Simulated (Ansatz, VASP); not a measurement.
SrCd: VASP beside Ansatz

```
Sr Cd
1.0
     4.02951    0.00000    0.00000
     0.00000    4.02951    0.00000
     0.00000    0.00000    4.02951
Sr Cd
1 1
Cartesian
  2.0148 2.0148 2.0148
  0.0000 0.0000 0.0000
```

Change from the starting cell: volume scaled by 1.02.

Alike in both runs: task single point; functional LDA; k mesh 10 × 10 × 10; occupations fermi-dirac, width 0.08 eV; no spin polarisation.

```csv
,VASP,Ansatz
version,VASP 6.6.1,Ansatz 0.2.0
potentials or method,"VASP PAW LDA potentials, release 64 (Sr_sv, Cd), cutoff 520 eV","all-electron LAPW, scalar-relativistic"
```

Ansatz gave:

```
pressure (GPa) : -2.5
```

Problem. Which values does VASP return?

Solution. Pressure (GPa): -2.4.

Ansatz ran all-electron here, so the differences hold the error of VASP's frozen core and of both bases.
